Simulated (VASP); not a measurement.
Input:

```xyz
6
Lattice="4.2631 0.0000 0.0000 0.0000 4.2631 0.0000 0.0000 0.0000 2.7273" Properties=species:S:1:pos:R:3 pbc="T T T"
Si     0.0000     0.0000     0.0000
Si     2.1315     2.1315     1.3637
O      1.3053     1.3053     0.0000
O      3.4368     0.8263     1.3637
O      0.8263     3.4368     1.3637
O      2.9578     2.9578     0.0000
```

These are MS2 meta-GGA, VASP's PBE PAW potentials (set 64) (plane waves; VASP) values and carry that method's errors. Run with 520 eV cut-off, 5×5×8 Γ-centred mesh, Gaussian smearing of 0.050 eV, potentials Si O.

Task: The ions and cell shape at fixed volume are relaxed. What does this cell relax into?

Result: 
```xyz
6
Lattice="4.2844 0.0000 0.0000 0.0000 4.2844 0.0000 0.0000 0.0000 2.7002" Properties=species:S:1:pos:R:3 pbc="T T T"
Si     0.0000     0.0000     0.0000
Si     2.1422     2.1422     1.3501
O      1.3241     1.3241     0.0000
O      3.4663     0.8181     1.3501
O      0.8181     3.4663     1.3501
O      2.9604     2.9604     0.0000
```
Space group P4_2/mnm (136), at a tolerance of 0.03 Å.

Task: How much energy does the relaxation gain?

Result: The energy (σ→0) changes by -3.0 meV/atom, in 5 ionic steps.

| step | E(σ→0) (eV) | max force (eV/Å) | pressure (GPa) | volume (Å³) |
|---|---|---|---|---|
| 1 | -64.3720 | 0.365 | -17.12 | 49.57 |
| 2 | -64.3885 | 0.065 | -15.14 | 49.57 |
| 3 | -64.3885 | 0.070 | -15.12 | 49.57 |
| 4 | -64.3901 | 0.024 | -14.73 | 49.57 |
| 5 | -64.3903 | 0.001 | -14.83 | 49.57 |

The compound is SiO2 in the rutile structure, stishovite, a high-pressure form. This cell is one point of a volume scan, at 1.06 of the reference volume. Symmetry was kept, so distortions that lower it aren't found.
